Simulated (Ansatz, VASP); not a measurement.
# AlNi: VASP beside Ansatz

Wanted: the spread between two codes on one cell, functional and k mesh. The cell is taken from a series of runs on this material, whose earlier steps may have relaxed, scaled, displaced or heated it; both programs get it as it stands.

Program: Ansatz 0.2.0. Level of theory: plane waves, with VASP 6.6.1 beside it; zone-centre phonons at PBEsol. Results are calculated unless marked as measured.

### 1. The starting structure

The structure is orthorhombic, space group Cmmm (No. 65). Conventional cell: a = 4.054 Å, b = 4.128 Å, c = 2.827 Å, α = 90.00°, β = 90.00°, γ = 90.00°. Al has 8 Ni at 2.47 to 2.50 Å nearest. Nearest to Ni lie 8 Al at 2.47 to 2.50 Å. Farther neighbours are not listed.

### 2. VASP: zone-centre phonons, PBEsol

Second derivatives magnify differences that forces hide, and they need a tight electronic threshold.

Lines of VASP's logs that name or quote its potential files are left out, and so is its time.

INCAR

```
SYSTEM = AlNi
PREC = Accurate
ENCUT = 600
EDIFF = 1E-08
NELM = 120
ISMEAR = 1
SIGMA = 0.2
LREAL = .FALSE.
ALGO = Normal
GGA = PS
NBANDS = 12
LASPH = .TRUE.
LORBIT = 11
LWAVE = .FALSE.
LCHARG = .FALSE.
ISIF = 2
IBRION = 8
GGA_COMPAT = .FALSE.
KPAR = 2
```

POSCAR

```
AlNi
1.0
    2.8926888890      0.0262849788      0.0000000000
    0.0262849788      2.8926888890      0.0000000000
    0.0000000000      0.0000000000      2.8272643389
Al Ni
1 1
Direct
    0.0000000000      0.0000000000      0.0000000000
    0.5000000000      0.5000000000      0.5000000000
```

KPOINTS

```
Automatic mesh
0
Gamma
16 16 16
0 0 0
```

Potentials, in the order of the species: Al and Ni (PBE family, release 64).

Run with:

```
$ mpirun -np 2 vasp_std
```

Numbers of over 12 decimals in the logs are rounded to 6 here.

Output:

```text
[banner, memory and clock lines left out]
running    2 mpi-ranks, on    1 nodes
 distrk:  each k-point on    1 cores,    2 groups
 distr:  one band on    1 cores,    1 groups

 POSCAR found type information on POSCAR AlNi
 POSCAR found :  2 types and       2 ions
|                                                                             |
|               ----> ADVICE to this user running VASP <----                  |
|                                                                             |
|     You enforced a specific xc type in the INCAR file but a different       |
|     [... a line on the potential file left out ...]
|     I HOPE YOU KNOW WHAT YOU ARE DOING!                                     |
|                                                                             |

 LDA part: xc-table for (Slater+PW92), standard interpolation
 POSCAR, INCAR and KPOINTS ok, starting setup
 FFT: planning ... GRIDC
 FFT: planning ... GRID_SOFT
 FFT: planning ... GRID
 WAVECAR not read
 entering main loop
       N       E                     dE             d eps       ncg     rms          rms(c)
DAV:   1     0.436159168138E+02    0.43616E+02   -0.60819E+03 15880   0.127E+03
DAV:   2    -0.114281842297E+02   -0.55044E+02   -0.50923E+02 16180   0.207E+02
DAV:   3    -0.131881713656E+02   -0.17600E+01   -0.17376E+01 19228   0.432E+01
DAV:   4    -0.132134216388E+02   -0.25250E-01   -0.25241E-01 17632   0.463E+00
DAV:   5    -0.132141639144E+02   -0.74228E-03   -0.74225E-03 19108   0.885E-01    0.128E+01
DAV:   6    -0.152714947081E+02   -0.20573E+01   -0.54961E+01 17524   0.118E+02    0.163E+01
DAV:   7    -0.116114443437E+02    0.36601E+01   -0.15797E+01 17692   0.696E+01    0.117E+00
DAV:   8    -0.115954090322E+02    0.16035E-01   -0.38498E-01 19292   0.732E+00    0.999E-01
DAV:   9    -0.115809192024E+02    0.14490E-01   -0.47458E-02 19104   0.313E+00    0.217E-01
DAV:  10    -0.115803824117E+02    0.53679E-03   -0.21263E-03 19564   0.689E-01    0.759E-02
DAV:  11    -0.115803849807E+02   -0.25690E-05   -0.65909E-05 19040   0.729E-02    0.237E-02
DAV:  12    -0.115803837120E+02    0.12687E-05   -0.56303E-06 20772   0.390E-02    0.425E-03
DAV:  13    -0.115803833065E+02    0.40547E-06   -0.16323E-07 22712   0.435E-03    0.142E-03
DAV:  14    -0.115803832969E+02    0.96238E-08   -0.40177E-08 12084   0.248E-03
   1 F= -.11580383E+02 E0= -.11580552E+02  d E =0.505428E-03
 Linear response reoptimize wavefunctions to high precision
DAV:   1    -0.115803833186E+02   -0.21701E-07   -0.52407E-09 17444   0.115E-03
DAV:   2    -0.115803833186E+02   -0.47748E-11   -0.55067E-11  9156   0.715E-05
 Linear response DOF=           4
 Linear response progress:
  Degree of freedom:   1/  4
       N       E                     dE             d eps       ncg     rms          rms(c)
RMM:   1    -0.588690958787E-02   -0.58869E-02    0.34095E-03 63313   0.646E-01
RMM:   2    -0.560022208453E-02    0.28669E-03   -0.11386E-04 42622   0.233E-01    0.595E-02
RMM:   3    -0.559238259961E-02    0.78395E-05   -0.10702E-04 45831   0.824E-02    0.295E-02
RMM:   4    -0.566568942207E-02   -0.73307E-04   -0.43072E-05 45766   0.497E-02    0.607E-03
RMM:   5    -0.567088803145E-02   -0.51986E-05   -0.24950E-06 46646   0.119E-02    0.166E-03
RMM:   6    -0.567129941631E-02   -0.41138E-06   -0.11817E-07 45156   0.318E-03    0.962E-04
RMM:   7    -0.567126380828E-02    0.35608E-07   -0.21179E-08 43280   0.162E-03    0.674E-04
RMM:   8    -0.567115832615E-02    0.10548E-06   -0.39993E-09 48784   0.498E-04    0.228E-04
RMM:   9    -0.567142879595E-02   -0.27047E-06   -0.61475E-10 49071   0.153E-04    0.192E-05
RMM:  10    -0.567139804252E-02    0.30753E-07   -0.49862E-11 49434   0.539E-05    0.970E-06
RMM:  11    -0.567142006460E-02   -0.22022E-07   -0.83220E-11 49407   0.240E-05    0.281E-06
RMM:  12    -0.567141751955E-02    0.25450E-08   -0.68084E-11 49997   0.117E-05    0.642E-07
 first order change of Fermi-energy   0.88553E-04
 force on displaced ion       1 direction 1 :  -6.042   0.526   0.000
 Linear response progress:
  Degree of freedom:   2/  4
       N       E                     dE             d eps       ncg     rms          rms(c)
RMM:   1    -0.549119479244E-02   -0.54912E-02    0.15138E-03 35378   0.606E-01
RMM:   2    -0.522083377919E-02    0.27036E-03   -0.14115E-04 24074   0.214E-01    0.557E-02
RMM:   3    -0.521753581240E-02    0.32980E-05   -0.87459E-05 25714   0.745E-02    0.284E-02
RMM:   4    -0.528680899807E-02   -0.69273E-04   -0.36234E-05 25677   0.459E-02    0.575E-03
RMM:   5    -0.529187878524E-02   -0.50698E-05   -0.17451E-06 26218   0.107E-02    0.185E-03
RMM:   6    -0.529267275250E-02   -0.79397E-06    0.22732E-08 24523   0.317E-03    0.930E-04
RMM:   7    -0.529265751955E-02    0.15233E-07   -0.29496E-08 23883   0.173E-03    0.536E-04
RMM:   8    -0.529250883482E-02    0.14868E-06   -0.40454E-09 27325   0.512E-04    0.241E-04
RMM:   9    -0.529278974106E-02   -0.28091E-06   -0.73693E-10 27397   0.146E-04    0.143E-05
RMM:  10    -0.529276211098E-02    0.27630E-07    0.82082E-10 27700   0.492E-05    0.129E-05
RMM:  11    -0.529277602526E-02   -0.13914E-07    0.49467E-10 27613   0.205E-05    0.485E-06
RMM:  12    -0.529277515869E-02    0.86657E-09    0.10989E-10 27465   0.988E-06    0.395E-07
 first order change of Fermi-energy  -0.16271E-03
 force on displaced ion       1 direction 3 :   0.000   0.000  -6.001
 Linear response progress:
  Degree of freedom:   3/  4
       N       E                     dE             d eps       ncg     rms          rms(c)
RMM:   1    -0.186666727013E+00   -0.18667E+00   -0.99424E-02 41519   0.266E+00
RMM:   2    -0.185234296389E+00    0.14324E-02   -0.16464E-03 41757   0.498E-01    0.130E-01
RMM:   3    -0.185249116802E+00   -0.14820E-04   -0.12477E-04 44598   0.958E-02    0.771E-02
RMM:   4    -0.185683616365E+00   -0.43450E-03   -0.18264E-04 48050   0.105E-01    0.535E-03
RMM:   5    -0.185661854851E+00    0.21762E-04   -0.33776E-06 49309   0.195E-02    0.343E-03
RMM:   6    -0.185655586308E+00    0.62685E-05   -0.22970E-07 44984   0.577E-03    0.247E-03
RMM:   7    -0.185643694504E+00    0.11892E-04   -0.10015E-07 48056   0.352E-03    0.483E-04
RMM:   8    -0.185638030226E+00    0.56643E-05   -0.10248E-08 50661   0.790E-04    0.690E-05
RMM:   9    -0.185637528772E+00    0.50145E-06   -0.31567E-09 51490   0.173E-04    0.200E-05
RMM:  10    -0.185637304268E+00    0.22450E-06   -0.28339E-09 51994   0.695E-05    0.106E-05
RMM:  11    -0.185637307132E+00   -0.28637E-08   -0.27645E-09 51676   0.448E-05    0.140E-06
 first order change of Fermi-energy  -0.72767E-03
 force on displaced ion       2 direction 1 :  -6.075   0.533   0.000
 Linear response progress:
  Degree of freedom:   4/  4
       N       E                     dE             d eps       ncg     rms          rms(c)
RMM:   1    -0.185683022758E+00   -0.18568E+00   -0.98053E-02 23316   0.266E+00
RMM:   2    -0.184428074154E+00    0.12549E-02   -0.16535E-03 23397   0.492E-01    0.128E-01
RMM:   3    -0.184407232254E+00    0.20842E-04   -0.12264E-04 25045   0.960E-02    0.762E-02
RMM:   4    -0.184797849825E+00   -0.39062E-03   -0.19412E-04 26797   0.110E-01    0.626E-03
RMM:   5    -0.184784689084E+00    0.13161E-04   -0.37491E-06 27335   0.214E-02    0.452E-03
RMM:   6    -0.184774751235E+00    0.99378E-05   -0.28279E-07 24686   0.603E-03    0.289E-03
RMM:   7    -0.184759086198E+00    0.15665E-04   -0.67193E-08 26387   0.296E-03    0.358E-04
RMM:   8    -0.184754626756E+00    0.44594E-05   -0.37155E-09 28525   0.665E-04    0.845E-05
RMM:   9    -0.184754194275E+00    0.43248E-06   -0.64564E-09 28389   0.267E-04    0.356E-05
RMM:  10    -0.184753715497E+00    0.47878E-06   -0.63631E-09 28264   0.108E-04    0.137E-05
RMM:  11    -0.184753731255E+00   -0.15758E-07   -0.54779E-09 27814   0.577E-05    0.198E-06
RMM:  12    -0.184753753637E+00   -0.22382E-07   -0.36149E-09 29368   0.370E-05    0.112E-06
RMM:  13    -0.184753755600E+00   -0.19633E-08   -0.30561E-09 26691   0.311E-05    0.185E-07
 first order change of Fermi-energy   0.26513E-02
 force on displaced ion       2 direction 3 :   0.000   0.000  -6.011
 Linear response finished
```

Parts of OUTCAR (step 2):

```text
ion  position               nearest neighbor table
   1  0.000  0.000  0.000-   2 2.47   2 2.47   2 2.47   2 2.47   2 2.50   2 2.50   2 2.50   2 2.50

  LATTYP: Found a base centered orthorhombic cell.
 ALAT       =     4.0537072850
 B/A-ratio  =     1.0183400383
 C/A-ratio  =     0.6974515277

 Subroutine GETGRP returns: Found  8 space group operations
 (whereof  8 operations were pure point group operations)

The static configuration has the point symmetry D_2h.

 Found    657 irreducible k-points:

   k-points           NKPTS =    657   k-points in BZ     NKDIM =    657   number of bands    NBANDS=     12

   dimension x,y,z NGX =    24 NGY =   24 NGZ =   24
   dimension x,y,z NGXF=    48 NGYF=   48 NGZF=   48

   ENCUT  =  600.0 eV  44.10 Ry    6.64 a.u.   5.78  5.78  5.65*2*pi/ulx,y,z

   NELECT =      13.0000    total number of electrons

 k-points in reciprocal lattice and weights: Automatic mesh
   0.00000000  0.00000000  0.00000000       0.000
   0.06250000  0.00000000  0.00000000       0.001
   0.12500000  0.00000000  0.00000000       0.001
   0.18750000 -0.00000000  0.00000000       0.001
   0.25000000  0.00000000  0.00000000       0.001
   0.31250000  0.00000000  0.00000000       0.001
   0.37500000 -0.00000000  0.00000000       0.001
   0.43750000  0.00000000  0.00000000       0.001
   0.50000000  0.00000000  0.00000000       0.000
[...]
-0.43750000  0.43750000  0.50000000       0.000
   0.50000000  0.50000000  0.50000000       0.000

 average (electrostatic) potential at core
       1 -69.6564       2 -81.2072

  Total       -0.3114321     -0.3114321      0.0288133     -0.3316299      0.0000000      0.0000000
  in kB      -21.0930765    -21.0930765      1.9515061    -22.4610626      0.0000000      0.0000000
  external PRESSURE =     -13.4115489 kB  Pullay stress =       0.0000000 kB

  energy-cutoff  :      600.00
  volume of cell :       23.66
      direct lattice vectors                 reciprocal lattice vectors
     2.892688889  0.026284979  0.000000000     0.345727665 -0.003141522  0.000000000
     0.026284979  2.892688889  0.000000000    -0.003141522  0.345727665  0.000000000
     0.000000000  0.000000000  2.827264339     0.000000000  0.000000000  0.353698799

 POSITION                                       TOTAL-FORCE (eV/Angst)
 -----------------------------------------------------------------------------------
      0.00000      0.00000      0.00000         0.000000      0.000000      0.000000
      1.45949      1.45949      1.41363        -0.000000      0.000000      0.000000
 -----------------------------------------------------------------------------------
    total drift:                                0.000000      0.000000     -0.000000

 Eigenvectors and eigenvalues of the dynamical matrix
 ----------------------------------------------------

   1 f  =    9.328137 THz    58.610411 2PiTHz  311.153146 cm-1    38.578056 meV
             X         Y         Z           dx          dy          dz
      0.000000  0.000000  0.000000     0.584707   -0.584707    0.000000
      1.459487  1.459487  1.413632    -0.397641    0.397641    0.000000

   2 f  =    8.910063 THz    55.983580 2PiTHz  297.207726 cm-1    36.849045 meV
             X         Y         Z           dx          dy          dz
      0.000000  0.000000  0.000000     0.000000    0.000000    0.827457
      1.459487  1.459487  1.413632     0.000000    0.000000   -0.561530

   3 f  =    8.546478 THz    53.699107 2PiTHz  285.079832 cm-1    35.345379 meV
             X         Y         Z           dx          dy          dz
      0.000000  0.000000  0.000000    -0.584842   -0.584842    0.000000
      1.459487  1.459487  1.413632     0.397442    0.397442    0.000000

   4 f/i=    0.003627 THz     0.022787 2PiTHz    0.120971 cm-1     0.014999 meV
             X         Y         Z           dx          dy          dz
      0.000000  0.000000  0.000000     0.000000    0.000000   -0.561530
      1.459487  1.459487  1.413632     0.000000    0.000000   -0.827457

   5 f/i=    0.009034 THz     0.056765 2PiTHz    0.301357 cm-1     0.037363 meV
             X         Y         Z           dx          dy          dz
      0.000000  0.000000  0.000000    -0.397442   -0.397442    0.000000
      1.459487  1.459487  1.413632    -0.584842   -0.584842    0.000000

   6 f/i=    0.013034 THz     0.081893 2PiTHz    0.434757 cm-1     0.053903 meV
             X         Y         Z           dx          dy          dz
      0.000000  0.000000  0.000000     0.397641   -0.397641    0.000000
      1.459487  1.459487  1.413632     0.584707   -0.584707    0.000000

 ELASTIC MODULI CONTR FROM IONIC RELAXATION (kBar)
 Direction    XX          YY          ZZ          XY          YZ          ZX
 --------------------------------------------------------------------------------
 XX           0.0000      0.0000      0.0000      0.0000      0.0000      0.0000
 YY           0.0000      0.0000      0.0000      0.0000      0.0000      0.0000
 ZZ           0.0000      0.0000      0.0000      0.0000      0.0000      0.0000
 XY           0.0000      0.0000      0.0000      0.0000      0.0000      0.0000
 YZ           0.0000      0.0000      0.0000      0.0000      0.0000      0.0000
 ZX           0.0000      0.0000      0.0000      0.0000      0.0000      0.0000
 --------------------------------------------------------------------------------
```

This run has no spin polarisation, so a moment on Ni, if there is one, isn't seen. Its electron count is odd, so without a moment it is a metal by construction.

[end of part 1 of 2]

[Lines on the potential files, build, host, timing and source positions are cut from VASP's logs without a mark.]

[Logs are printed without paths, hosts, clocks, repeated set-up lines and the standing remarks that a program may print on its own settings, such as how far it seeks lower states.]

[Hosts, paths, dates, database ids (printed as entryN), source tags and the programs' standing remarks are cut or masked in the printed files.]
